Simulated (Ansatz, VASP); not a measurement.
## One calculation of Zn4Ge, two programs

```
Zn Ge
1.0
     4.49393    0.00000    0.00000
     0.00000    4.49393    0.00000
     0.00000    0.00000    4.49393
Zn Ge
4 1
Direct
  0.00000 0.50000 0.50000
  0.50000 0.00000 0.50000
  0.50000 0.50000 0.00000
  0.50000 0.50000 0.50000
  0.00000 0.00000 0.00000
```

Alike in both runs: task single point; functional PBE; k mesh 4 × 4 × 4; occupations gaussian, width 0.1 eV; no spin polarisation.

|  | VASP | Ansatz |
| --- | --- | --- |
| version | VASP 6.6.1 | Ansatz 0.2.0 |
| potentials or method | VASP PAW PBE potentials, release 64 (Zn, Ge_d) | scalar-relativistic, plane waves, PAW |
| plane-wave cutoff (eV) | 520 | 420 |
| valence electrons in the cell | 62 | 62 |

|  | VASP | Ansatz | Ansatz less VASP |
| --- | --- | --- | --- |
| gap on the k mesh at the Fermi level (eV) | none | none | - |
| pressure (GPa) | 7.6 | 7.2 | -0.39 |

A gap of «none» marks a metal or a gap that the smearing closes.
